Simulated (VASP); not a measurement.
Output of a VASP run:

### OSZICAR
```
       N       E                     dE             d eps       ncg     rms          rms(c)
DAV:   1     0.761422666082E+03    0.76142E+03   -0.29680E+04  3108   0.245E+03
DAV:   2     0.684257497532E+02   -0.69300E+03   -0.66861E+03  3380   0.629E+02
DAV:   3    -0.332389798469E+02   -0.10166E+03   -0.99385E+02  3834   0.252E+02
DAV:   4    -0.378591261080E+02   -0.46201E+01   -0.45986E+01  3785   0.553E+01
DAV:   5    -0.380452828782E+02   -0.18616E+00   -0.18611E+00  4061   0.107E+01    0.141E+01
DAV:   6    -0.322017773122E+02    0.58435E+01   -0.21767E+01  4796   0.636E+01    0.389E+00
DAV:   7    -0.322666599621E+02   -0.64883E-01   -0.18902E+00  3373   0.950E+00    0.264E+00
DAV:   8    -0.322333756791E+02    0.33284E-01   -0.37154E-01  4696   0.874E+00    0.104E+00
DAV:   9    -0.322085998226E+02    0.24776E-01   -0.93851E-02  4929   0.492E+00    0.155E-01
DAV:  10    -0.322091538788E+02   -0.55406E-03   -0.91226E-03  4761   0.100E+00    0.867E-02
DAV:  11    -0.322091629014E+02   -0.90226E-05   -0.53812E-04  4958   0.256E-01    0.190E-02
DAV:  12    -0.322091599460E+02    0.29554E-05   -0.17311E-05  4943   0.706E-02    0.122E-02
DAV:  13    -0.322091570754E+02    0.28706E-05   -0.15198E-05  4316   0.607E-02    0.116E-03
DAV:  14    -0.322091571813E+02   -0.10594E-06   -0.22154E-06  2584   0.172E-02
   1 F= -.12763748E+02 E0= -.12763853E+02  d E =-.127637E+02
```

File OUTCAR:
```
------------------------ aborting loop because EDIFF is reached ----------------------------------------
  FORCE on cell =-STRESS in cart. coord.  units (eV):
  Direction    XX          YY          ZZ          XY          YZ          ZX
  --------------------------------------------------------------------------------------
  Total       19.4387677     19.4387677     19.4845139      0.0000000      0.0000000      0.0000000
  in kB      449.8463031    449.8463031    450.9049484      0.0000000      0.0000000      0.0000000
  external PRESSURE =       0.1991849 kB  Pullay stress =     450.0000000 kB
  volume of cell :       69.23
      direct lattice vectors                 reciprocal lattice vectors
     4.517567671  0.000000000  0.000000000     0.221358057  0.000000000  0.000000000
     0.000000000  4.517567671  0.000000000     0.000000000  0.221358057  0.000000000
     0.000000000  0.000000000  3.392390381     0.000000000  0.000000000  0.294777395
 POSITION                                       TOTAL-FORCE (eV/Angst)
 -----------------------------------------------------------------------------------
      0.00000      0.00000      0.00000         0.000000      0.000000      0.000000
      2.25878      2.25878      1.69620         0.000000      0.000000      0.000000
      1.39913      1.39913      0.00000        -0.006021     -0.006021      0.000000
      3.65792      0.85965      1.69620        -0.006021      0.006021      0.000000
      0.85965      3.65792      1.69620         0.006021     -0.006021      0.000000
      3.11844      3.11844      0.00000         0.006021      0.006021      0.000000
 -----------------------------------------------------------------------------------
    total drift:                                0.000000     -0.000000     -0.000000
  FREE ENERGIE OF THE ION-ELECTRON SYSTEM (eV)
  ---------------------------------------------------
  free  energy   TOTEN  =       -32.2091571813 eV

  energy  without entropy=      -32.2094710974  energy(sigma->0) =      -32.20926182
  enthalpy is  TOTEN    =       -12.7637479159 eV   P V=       19.4454092654

 reached required accuracy - stopping structural energy minimisation
```
(Selected blocks of OUTCAR.)

File POSCAR:
```
PbO2
1
    4.5175676712     0.0000000000     0.0000000000
    0.0000000000     4.5175676712     0.0000000000
    0.0000000000     0.0000000000     3.3923903809
Pb O
2 4
Direct
  0.0000000000   0.0000000000   0.0000000000
  0.5000000000   0.5000000000   0.5000000000
  0.3097091777   0.3097091777   0.0000000000
  0.8097091777   0.1902908223   0.5000000000
  0.1902908223   0.8097091777   0.5000000000
  0.6902908223   0.6902908223   0.0000000000
```

**Question.** Write an INCAR and KPOINTS that could have produced this output.

**Answer.** One answer among several that fit: the input of the run itself, PBEsol GGA, plane waves, VASP's PBE PAW potentials (set 64).

KPOINTS:
```
Automatic
0
Gamma
7 7 9
0 0 0
```

### INCAR
```
! general
SYSTEM  = PbO2
PREC    = Accurate
ENCUT   = 620
LREAL   = .FALSE.
LASPH   = .TRUE.

! electronic loop
EDIFF   = 1E-6
NELM    = 100
ALGO    = Normal
LMAXMIX = 4

! smearing
ISMEAR  = 1
SIGMA   = 0.1

! functional
GGA     = PS

! ions
IBRION  = 2
NSW     = 40
ISIF    = 3
EDIFFG  = -0.02
PSTRESS = 450

! output
LWAVE   = .FALSE.
LCHARG  = .FALSE.
```

POTCAR, in this order: Pb_d O (PBE.64 set). Program: vasp_std.

The compound is PbO2 in the rutile structure. It was relaxed first under an external pressure of 45 GPa.
